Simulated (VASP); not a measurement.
Given:

```yaml
crystal:
  lattice:
    - [4.27358, 0.00000, 0.00000]
    - [-4.27358, 4.27358, 0.00000]
    - [0.00000, 0.00000, 18.46410]
  atoms:
    - { symbol: Li, position: [0.50000, 0.50000, 0.54030] }
    - { symbol: Li, position: [0.50000, 0.00000, 0.54030] }
    - { symbol: Li, position: [0.50000, 0.00000, 0.37911] }
    - { symbol: Li, position: [0.50000, 0.50000, 0.37911] }
    - { symbol: Se, position: [0.00000, 0.00000, 0.62089] }
    - { symbol: Se, position: [0.00000, 0.50000, 0.45971] }
```

These are PBEsol GGA, VASP's PBE PAW potentials (set 64) (plane waves; VASP 6.6.1) values and carry that method's errors. Run with 400 eV cut-off, 11×11×1 Γ-centred mesh, Gaussian smearing of 0.27 eV, potentials Li_sv Se.

The cell holds a wide vacuum, so values per volume refer to the whole cell.

**Question.** Estimate the energy per atom (σ→0), largest force, band gap (on the k-mesh) with the smallest direct gap where there is one.

**Answer.** 
| Quantity | Value |
|---|---|
| band gap (on the k-mesh) | none (metal, semimetal or under 0.01 eV) |
| energy per atom (σ→0) | -3.193 eV/atom |
| largest force | 1.268 eV/Å |

Total energies compare only between runs with the same potentials, cut-off and functional.

The cell is a sheet with vacuum, built from a database entry that may be metastable or hypothetical.
